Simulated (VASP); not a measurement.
**MgS (space group P6_3mc): computed properties**

Level of theory: PBEsol GGA, VASP's PBE PAW potentials (set 64) (plane waves; VASP).

```yaml
space_group: P6_3mc (186)
cell: a = b = 4.029 Å, c = 6.411 Å, α = β = 90.00°, γ = 120.00°
volume_per_atom: 22.53 Å³/atom
band gap (over mesh and band path): 3.30 eV
smallest direct gap (over mesh and band path): 3.30 eV
band_edge_character: direct, Γ to Γ
density: 2.08 g/cm³
mean ε∞ (DFPT): 4.14
mean ε∞ (independent particles): 4.57
mean static ε: 6.78
optical Γ-point spectrum: 86 (×2), 261, 315, 325, 334 (×2), 339 (×2) cm⁻¹
```

```
MgS
1.0
    4.02941     0.00000     0.00000
   -2.01471     3.48957     0.00000
    0.00000     0.00000     6.41055
Mg S
2 2
Direct
  0.66667   0.33333   0.49612
  0.33333   0.66667   0.99612
  0.33333   0.66667   0.37887
  0.66667   0.33333   0.87887
```

The structure comes from a computed database's MgS entry (P6_3mc); how it stands against other phases isn't given here. It was relaxed first. Symmetry was kept, so distortions that lower it aren't found.
